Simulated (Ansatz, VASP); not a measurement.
# Cross-check of TaN (TaN(210) slab) between VASP and Ansatz, part 2 of 2

Wanted: the spread between two codes on one cell, functional and k mesh. The cell is taken from a series of runs on this material, whose earlier steps may have relaxed, scaled, displaced or heated it; both programs get it as it stands.

VASP 6.6.1 and Ansatz 0.2.0.

So far: The starting structure; Ansatz: single point, PBE.

## 3. VASP: single point, PBE

Level of this step: PBE; plane waves and PAW (Ta_pv, N) (VASP).

The same cell, functional, mesh and smearing now go to VASP, with its own data sets.

Lines of VASP's logs that name or quote its potential files are left out, and so is its time.

INCAR reads:

```
SYSTEM = TaN
PREC = Accurate
ENCUT = 520
EDIFF = 1E-06
NELM = 120
ISMEAR = -1
SIGMA = 0.1
LREAL = .FALSE.
ALGO = Normal
GGA = PE
NBANDS = 132
LASPH = .TRUE.
LORBIT = 11
LWAVE = .FALSE.
LCHARG = .FALSE.
ISIF = 2
GGA_COMPAT = .FALSE.
KPAR = 4
```

POSCAR reads:

```
TaN
1.0
    4.4200000000      0.0000000000      0.0000000000
    2.2100000000      4.9417100000      0.0000000000
    0.0000000000      0.0000000000     27.8484500000
Ta N
14 14
Direct
    0.9200600000      0.1758000000      0.2785500000
    0.2323800000      0.5506600000      0.3063700000
    0.5425400000      0.9287400000      0.3359900000
    0.8123500000      0.3970200000      0.3738300000
    0.1252800000      0.7593900000      0.4103900000
    0.4132500000      0.2129500000      0.4491800000
    0.7026100000      0.5655700000      0.4828100000
    0.9973900000      0.0344300000      0.5171900000
    0.2867500000      0.3870500000      0.5508200000
    0.5747200000      0.8406100000      0.5896100000
    0.8876500000      0.2029800000      0.6261700000
    0.1574600000      0.6712600000      0.6640100000
    0.4676200000      0.0493400000      0.6936300000
    0.7799400000      0.4242000000      0.7214500000
    0.4192200000      0.1796900000      0.2701300000
    0.7202100000      0.5761900000      0.2952800000
    0.0169900000      0.9812400000      0.3429400000
    0.3381700000      0.3462000000      0.3738500000
    0.6064600000      0.7996500000      0.4136600000
    0.9340500000      0.1698600000      0.4416500000
    0.1738000000      0.6259600000      0.4851900000
    0.5262000000      0.9740400000      0.5148100000
    0.7659500000      0.4301400000      0.5583500000
    0.0935400000      0.8003500000      0.5863400000
    0.3618300000      0.2538000000      0.6261500000
    0.6830100000      0.6187600000      0.6570600000
    0.9797900000      0.0238100000      0.7047200000
    0.2807800000      0.4203100000      0.7298700000
```

KPOINTS reads:

```
Automatic mesh
0
Gamma
9 7 1
0 0 0
```

Potentials, in the order of the species: Ta_pv and N (PBE family, release 64).

Command:

```sh
> mpirun -np 4 vasp_std
```

Numbers of over 12 decimals in the logs are rounded to 6 here.

Output:

```text
[banner, memory and clock lines left out]
running    4 mpi-ranks, on    1 nodes
 distrk:  each k-point on    1 cores,    4 groups
 distr:  one band on    1 cores,    1 groups

 POSCAR found type information on POSCAR TaN
 POSCAR found :  2 types and      28 ions
|                                                                             |
|               ----> ADVICE to this user running VASP <----                  |
|                                                                             |
|     You have a (more or less) 'large supercell' and for larger cells it     |
|     might be more efficient to use real-space projection operators.         |
|     Therefore, try LREAL= Auto in the INCAR file.                           |
|     Mind: For very accurate calculation, you might also keep the            |
|     reciprocal projection scheme (i.e. LREAL=.FALSE.).                      |
|                                                                             |

 LDA part: xc-table for (Slater+PW92), standard interpolation
|                                                                             |
|           W    W    AA    RRRRR   N    N  II  N    N   GGGG   !!!           |
|           W    W   A  A   R    R  NN   N  II  NN   N  G    G  !!!           |
|           W    W  A    A  R    R  N N  N  II  N N  N  G       !!!           |
|           W WW W  AAAAAA  RRRRR   N  N N  II  N  N N  G  GGG   !            |
|           WW  WW  A    A  R   R   N   NN  II  N   NN  G    G                |
|           W    W  A    A  R    R  N    N  II  N    N   GGGG   !!!           |
|                                                                             |
|     Your reciprocal lattice and k-lattice belong to different lattice       |
|     classes:                                                                |
|                                                                             |
|        The reciprocal lattice is base centered orthorhombic,                |
|        whereas your k-lattice is simple monoclinic.                         |
|                                                                             |
|     Results are often still useful ...                                      |
|                                                                             |

 POSCAR, INCAR and KPOINTS ok, starting setup
 FFT: planning ... GRIDC
 FFT: planning ... GRID_SOFT
 FFT: planning ... GRID
 WAVECAR not read
 entering main loop
       N       E                     dE             d eps       ncg     rms          rms(c)
DAV:   1     0.234688876035E+04    0.23469E+04   -0.12428E+05  9944   0.162E+03
DAV:   2    -0.145927660445E+03   -0.24928E+04   -0.24371E+04  9912   0.462E+02
DAV:   3    -0.337617704723E+03   -0.19169E+03   -0.18804E+03 10616   0.117E+02
DAV:   4    -0.346115900650E+03   -0.84982E+01   -0.83424E+01 10304   0.239E+01
DAV:   5    -0.346521547065E+03   -0.40565E+00   -0.40163E+00 10504   0.460E+00    0.851E+01
DAV:   6    -0.307769552921E+03    0.38752E+02   -0.29942E+02 10736   0.472E+01    0.391E+01
DAV:   7    -0.341514635258E+03   -0.33745E+02   -0.25760E+02 11560   0.549E+01    0.268E+01
DAV:   8    -0.307283182199E+03    0.34231E+02   -0.17404E+02 11868   0.411E+01    0.172E+01
DAV:   9    -0.303637168391E+03    0.36460E+01   -0.62319E+01 10928   0.188E+01    0.846E+00
DAV:  10    -0.302744846122E+03    0.89232E+00   -0.10789E+01 10256   0.100E+01    0.356E+00
DAV:  11    -0.302672853062E+03    0.71993E-01   -0.15742E+00 10728   0.401E+00    0.209E+00
DAV:  12    -0.302690340142E+03   -0.17487E-01   -0.26920E-01 10728   0.209E+00    0.159E+00
DAV:  13    -0.302667414675E+03    0.22925E-01   -0.48699E-01 10376   0.247E+00    0.922E-01
DAV:  14    -0.302647254640E+03    0.20160E-01   -0.12734E-01 10440   0.151E+00    0.472E-01
[...]
DAV:  25    -0.302646131590E+03   -0.71459E-04   -0.48130E-06  6928   0.567E-03    0.262E-03
DAV:  26    -0.302646175250E+03   -0.43660E-04   -0.21071E-06  6320   0.332E-03    0.189E-03
DAV:  27    -0.302646205538E+03   -0.30288E-04   -0.77076E-07  6080   0.210E-03    0.113E-03
DAV:  28    -0.302646234127E+03   -0.28589E-04   -0.10402E-06  6104   0.160E-03    0.607E-04
DAV:  29    -0.302646241027E+03   -0.69000E-05   -0.23361E-07  5872   0.104E-03    0.425E-04
DAV:  30    -0.302646244863E+03   -0.38359E-05   -0.17086E-07  5696   0.610E-04    0.248E-04
DAV:  31    -0.302646246096E+03   -0.12329E-05   -0.67511E-08  5496   0.486E-04    0.132E-04
DAV:  32    -0.302646246504E+03   -0.40824E-06   -0.36367E-08  5288   0.268E-04
   1 F= -.30264625E+03 E0= -.30244473E+03  d E =-.403026E+00
```

OUTCAR, selected parts (step 3):

```text
ion  position               nearest neighbor table
   1  0.920  0.176  0.279-  16 2.03  17 2.03  15 2.22  15 2.23   4 2.87   2 2.99   3 2.99   2 2.99
                             3 2.99   2 3.18
   2  0.232  0.551  0.306-  15 2.09  18 2.13  16 2.23  16 2.24  17 2.36   1 2.99   1 2.99   4 2.99
                             3 3.01   4 3.01   3 3.01   5 3.07   3 3.18   1 3.18
   3  0.543  0.929  0.336-  16 2.08  15 2.21  17 2.23  17 2.24  19 2.26  18 2.32   4 2.83   1 2.99
                             1 2.99   2 3.01   2 3.01   5 3.14   5 3.15   2 3.18   4 3.36   4 3.38
   4  0.812  0.397  0.374-  20 2.20  18 2.22  18 2.23  17 2.23  19 2.28  16 2.36   3 2.83   1 2.87
                             2 2.99   5 3.00   2 3.01   5 3.04   7 3.15   6 3.15   6 3.21   5 3.31
   5  0.125  0.759  0.410-  17 2.17  21 2.19  20 2.21  19 2.22  19 2.23  18 2.28   6 2.91   4 3.00
                             4 3.04   2 3.07   7 3.08   3 3.14   3 3.15   7 3.20   8 3.27   6 3.28
   6  0.413  0.213  0.449-  22 2.18  18 2.20  20 2.23  20 2.23  19 2.27  21 2.28   7 2.85   5 2.91
                             9 2.96   8 3.02   8 3.06   7 3.08   4 3.15   4 3.21   5 3.28   7 3.34
   7  0.703  0.566  0.483-  23 2.21  22 2.21  21 2.22  21 2.24  19 2.25  20 2.27   8 2.80   6 2.85
                             9 3.02   9 3.06   6 3.08   5 3.08   4 3.15   5 3.20   8 3.26  10 3.27
   8  0.997  0.034  0.517-  20 2.21  21 2.21  22 2.22  22 2.24  24 2.25  23 2.27   7 2.80   9 2.85
                             6 3.02   6 3.06   9 3.08  10 3.08  11 3.15  10 3.20   7 3.26   5 3.27
   9  0.287  0.387  0.551-  21 2.18  25 2.20  23 2.23  23 2.23  24 2.27  22 2.28   8 2.85  10 2.91
                             6 2.96   7 3.02   7 3.06   8 3.08  11 3.15  11 3.21  10 3.28   8 3.34
  10  0.575  0.841  0.590-  26 2.17  22 2.19  23 2.21  24 2.22  24 2.23  25 2.28   9 2.91  11 3.00
                            11 3.04  13 3.07   8 3.08  12 3.14  12 3.15   8 3.20   7 3.27   9 3.28
  11  0.888  0.203  0.626-  23 2.20  25 2.22  25 2.23  26 2.23  24 2.28  27 2.36  12 2.83  14 2.87
                            13 2.99  10 3.00  13 3.01  10 3.04   8 3.15   9 3.15   9 3.21  10 3.31
  12  0.157  0.671  0.664-  27 2.08  28 2.21  26 2.23  26 2.24  24 2.26  25 2.32  11 2.83  14 2.99
                            14 2.99  13 3.01  13 3.01  10 3.14  10 3.15  13 3.18  11 3.36  11 3.38
  13  0.468  0.049  0.694-  28 2.09  25 2.13  27 2.23  27 2.24  26 2.36  14 2.99  14 2.99  11 2.99
                            12 3.01  11 3.01  12 3.01  10 3.07  12 3.18  14 3.18
  14  0.780  0.424  0.721-  27 2.03  26 2.03  28 2.22  28 2.23  11 2.87  13 2.99  12 2.99  13 2.99
                            12 2.99  13 3.18
  15  0.419  0.180  0.270-   2 2.09   3 2.21   1 2.22   1 2.23
  16  0.720  0.576  0.295-   1 2.03   3 2.08   2 2.23   2 2.24   4 2.36
  17  0.017  0.981  0.343-   1 2.03   5 2.17   4 2.23   3 2.23   3 2.24   2 2.36
  18  0.338  0.346  0.374-   2 2.13   6 2.20   4 2.22   4 2.23   5 2.28   3 2.32
  19  0.606  0.800  0.414-   5 2.22   5 2.23   7 2.25   3 2.26   6 2.27   4 2.28
  20  0.934  0.170  0.442-   4 2.20   8 2.21   5 2.21   6 2.23   6 2.23   7 2.27
  21  0.174  0.626  0.485-   9 2.18   5 2.19   8 2.21   7 2.22   7 2.24   6 2.28
  22  0.526  0.974  0.515-   6 2.18  10 2.19   7 2.21   8 2.22   8 2.24   9 2.28
  23  0.766  0.430  0.558-  11 2.20   7 2.21  10 2.21   9 2.23   9 2.23   8 2.27
  24  0.094  0.800  0.586-  10 2.22  10 2.23   8 2.25  12 2.26   9 2.27  11 2.28
  25  0.362  0.254  0.626-  13 2.13   9 2.20  11 2.22  11 2.23  10 2.28  12 2.32
  26  0.683  0.619  0.657-  14 2.03  10 2.17  11 2.23  12 2.23  12 2.24  13 2.36
  27  0.980  0.024  0.705-  14 2.03  12 2.08  13 2.23  13 2.24  11 2.36
  28  0.281  0.420  0.730-  13 2.09  12 2.21  14 2.22  14 2.23

  LATTYP: Found a base centered orthorhombic cell.
 ALAT       =     4.4200000000
 B/A-ratio  =     2.2360678733
 C/A-ratio  =     6.3005542986

 Subroutine GETGRP returns: Found  2 space group operations
 (whereof  1 operations were pure point group operations)

The static configuration has the point symmetry C_1 .
 The point group associated with its full space group is S_2 .

 Found     32 irreducible k-points:

   k-points           NKPTS =     32   k-points in BZ     NKDIM =     32   number of bands    NBANDS=    132

   dimension x,y,z NGX =    36 NGY =   40 NGZ =  210
   dimension x,y,z NGXF=    72 NGYF=   80 NGZF=  420

   ENCUT  =  520.0 eV  38.22 Ry    6.18 a.u.   8.22 10.07 51.78*2*pi/ulx,y,z

   NELECT =     224.0000    total number of electrons

 k-points in reciprocal lattice and weights: Automatic mesh
   0.00000000  0.00000000  0.00000000       0.016
   0.11111111  0.00000000  0.00000000       0.032
   0.22222222 -0.00000000  0.00000000       0.032
   0.33333333  0.00000000  0.00000000       0.032
   0.44444444 -0.00000000  0.00000000       0.032
   0.00000000  0.14285714  0.00000000       0.032
   0.11111111  0.14285714  0.00000000       0.032
   0.22222222  0.14285714  0.00000000       0.032
   0.33333333  0.14285714  0.00000000       0.032
[...]
-0.22222222  0.42857143  0.00000000       0.032
  -0.11111111  0.42857143  0.00000000       0.032

 average (electrostatic) potential at core
       1 -41.4015       2 -41.3573       3 -41.3911       4 -41.2265       5 -41.5827
       6 -41.4774       7 -41.3459       8 -41.3459       9 -41.4774      10 -41.5827
      11 -41.2265      12 -41.3911      13 -41.3573      14 -41.4015      15 -66.7530
      16 -67.8405      17 -68.1164      18 -67.9169      19 -67.5967      20 -67.6760
      21 -67.8452      22 -67.8452      23 -67.6760      24 -67.5967      25 -67.9169
      26 -68.1164      27 -67.8405      28 -66.7530

 E-fermi :   2.6081

 k-point     1 :       0.0000    0.0000    0.0000
  band No.  band energies     occupation
    ...
    112       1.9393      1.99751
    113       1.9798      1.99627
    114       2.1295      1.98344
    115       2.5023      1.48451
    116       2.5665      1.20488
    117       2.8254      0.20442
    118       3.0244      0.03064
    119       3.2741      0.00256
    120       3.3029      0.00192
    121       3.3730      0.00095
    ...

 k-point     2 :       0.1111    0.0000    0.0000
  band No.  band energies     occupation
    ...
    112       1.9810      1.99623
    113       1.9901      1.99587
    114       2.1281      1.98368
    115       2.5648      1.21317
    116       2.6065      1.00830
    117       2.8296      0.19682
    118       2.9598      0.05767
    119       3.2088      0.00491
    120       3.2952      0.00207
    121       3.3573      0.00112
    ...

 k-point     3 :       0.2222   -0.0000    0.0000
  band No.  band energies     occupation
    ...
    112       2.0827      1.98961
    113       2.2901      1.92015
    114       2.3876      1.80145
    115       2.6368      0.85762
    116       2.6999      0.57082
    117       3.0182      0.03258
    118       3.0639      0.02075
    119       3.4001      0.00073
    120       3.5981      0.00010
    121       3.6432      0.00006
    ...

  Total      -28.1631277      8.2060426      0.6925810     -0.8456371     -0.2799909     -0.1243126
  in kB      -74.1806978     21.6144304      1.8242342     -2.2273787     -0.7374862     -0.3274350
  external PRESSURE =     -16.9140111 kB  Pullay stress =       0.0000000 kB

  energy-cutoff  :      520.00
  volume of cell :      608.28
      direct lattice vectors                 reciprocal lattice vectors
     4.420000000  0.000000000  0.000000000     0.226244344 -0.101179551  0.000000000
     2.210000000  4.941710000  0.000000000     0.000000000  0.202359102  0.000000000
     0.000000000  0.000000000 27.848450000     0.000000000  0.000000000  0.035908641

 POSITION                                       TOTAL-FORCE (eV/Angst)
 -----------------------------------------------------------------------------------
      4.45518      0.86875      7.75719         0.015675      0.017557     -0.054520
      2.24408      2.72120      8.53193        -0.005503      0.029176      0.070103
      4.45054      4.58956      9.35680         0.009212     -0.049412     -0.008123
      4.46800      1.96196     10.41059        -0.017638     -0.005444      0.049608
      2.23199      3.75269     11.42873         0.023189     -0.041985      0.002527
      2.29718      1.05234     12.50897         0.013481      0.016237      0.059135
      4.35545      2.79488     13.44551         0.006076     -0.027314      0.010387
      4.48455      0.17014     14.40294        -0.006076      0.027314     -0.010387
      2.12282      1.91269     15.33948        -0.013481     -0.016237     -0.059135
      4.39801      4.15405     16.41972        -0.023189      0.041985     -0.002527
      4.37200      1.00307     17.43786         0.017638      0.005444     -0.049608
      2.17946      3.31717     18.49165        -0.009212      0.049412      0.008123
      2.17592      0.24382     19.31652         0.005503     -0.029176     -0.070103
      4.38482      2.09627     20.09126        -0.015675     -0.017557      0.054520
      2.25007      0.88798      7.52270        -0.021139     -0.025661     -0.053617
      4.45671      2.84736      8.22309         0.000896      0.021515     -0.045388
      2.24364      4.84900      9.55035         0.005957      0.000984     -0.027025
      2.25981      1.71082     10.41114        -0.004649      0.029907     -0.005194
      4.44778      3.95164     11.51979         0.014426      0.013284      0.000392
      4.50389      0.83940     12.29927         0.012075      0.072586     -0.007113
      2.15157      3.09331     13.51179         0.004432     -0.015117     -0.036329
      4.47843      4.81342     14.33666        -0.004432      0.015117      0.036329
      4.33611      2.12563     15.54918        -0.012075     -0.072586      0.007113
      2.18222      3.95510     16.32866        -0.014426     -0.013284     -0.000392
      2.16019      1.25421     17.43731         0.004649     -0.029907      0.005194
      4.38636      3.05773     18.29810        -0.005957     -0.000984      0.027025
      4.38329      0.11766     19.62536        -0.000896     -0.021515      0.045388
      2.16993      2.07705     20.32575         0.021139      0.025661      0.053617
 -----------------------------------------------------------------------------------
    total drift:                               -0.000052     -0.000004     -0.000010

  FREE ENERGIE OF THE ION-ELECTRON SYSTEM (eV)
  ---------------------------------------------------
  free  energy   TOTEN  =      -302.6462465040 eV

  energy  without entropy=     -302.2432201475  energy(sigma->0) =     -302.44473333

 total charge
# of ion       s       p       d       tot
------------------------------------------
    1        0.306   6.196   2.419   8.922
    2        0.292   6.203   2.418   8.913
    3        0.283   6.226   2.419   8.927
    4        0.273   6.208   2.484   8.965
    5        0.278   6.219   2.401   8.898
    6        0.277   6.215   2.427   8.919
    7        0.277   6.214   2.454   8.944
    8        0.277   6.214   2.454   8.944
    9        0.277   6.215   2.427   8.919
   10        0.278   6.219   2.401   8.898
   11        0.273   6.208   2.484   8.965
   12        0.283   6.226   2.419   8.927
   13        0.292   6.203   2.418   8.913
   14        0.306   6.196   2.419   8.922
   15        1.249   2.412   0.000   3.661
   16        1.256   2.443   0.000   3.699
   17        1.238   2.523   0.000   3.761
   18        1.234   2.504   0.000   3.738
   19        1.227   2.505   0.000   3.732
   20        1.227   2.524   0.000   3.751
   21        1.230   2.520   0.000   3.750
   22        1.230   2.520   0.000   3.750
   23        1.227   2.524   0.000   3.751
   24        1.227   2.505   0.000   3.732
   25        1.234   2.504   0.000   3.738
   26        1.238   2.523   0.000   3.761
   27        1.256   2.443   0.000   3.699
   28        1.249   2.412   0.000   3.661
--------------------------------------------------
tot         21.295 121.824  34.041 177.160

[... 3 further parts left out ...]
```

## 4. Comparison

Known differences besides the potentials themselves: the data sets hold 252 valence electrons in Ansatz (on its default PAW (the set named soft_2) files) and 224 in VASP; the cutoff is 420 eV in Ansatz and 520 eV in VASP. Total energies have different zeros and are not compared.

Forces on 9 of the 28 atoms, those with the largest forces and the largest differences (eV/Å; atoms numbered as in POSCAR):

| atom | Ansatz x, y, z | VASP x, y, z |
| --- | --- | --- |
| Ta1 | 0.015, 0.034, 0.004 | 0.016, 0.018, -0.055 |
| Ta2 | -0.005, 0.008, 0.083 | -0.006, 0.029, 0.070 |
| Ta9 | -0.009, -0.012, -0.054 | -0.013, -0.016, -0.059 |
| Ta13 | 0.005, -0.008, -0.083 | 0.006, -0.029, -0.070 |
| Ta14 | -0.015, -0.034, -0.004 | -0.016, -0.018, 0.055 |
| N15 | -0.021, -0.009, -0.017 | -0.021, -0.026, -0.054 |
| N20 | 0.010, 0.075, -0.003 | 0.012, 0.073, -0.007 |
| N23 | -0.010, -0.075, 0.003 | -0.012, -0.073, 0.007 |
| N28 | 0.021, 0.009, 0.017 | 0.021, 0.026, 0.054 |

The forces differ by 14 meV/Å r.m.s., which is 45.4 % of the r.m.s. force of 0.030 eV/Å (both taken over all components). Where the cell holds vacuum, a pressure given here is an average over it and none of the material.

## 5. Summary of results

| Property | Result |
| --- | --- |
| r.m.s. force difference (single point, PBE) | 14 meV/Å |

In words: The r.m.s. force difference is 14 meV/Å (single point, PBE), beyond the 12 meV/Å picked in this series as the mark of a large difference. The data sets hold unlike numbers of valence electrons (252 in Ansatz and 224 in VASP), so part of the differences may come from the potentials. What causes the difference of the single point, PBE pair stays open here. Such differences can come from data sets, numerical settings and the points named under the comparisons, not from the functional's error against experiment.

[Lines on the potential files, build, host, timing and source positions are cut from VASP's logs without a mark.]

[Logs are printed without paths, hosts, clocks, repeated set-up lines and the standing remarks that a program may print on its own settings, such as how far it seeks lower states.]

[Hosts, paths, dates, database ids (printed as entryN), source tags and the programs' standing remarks are cut or masked in the printed files.]
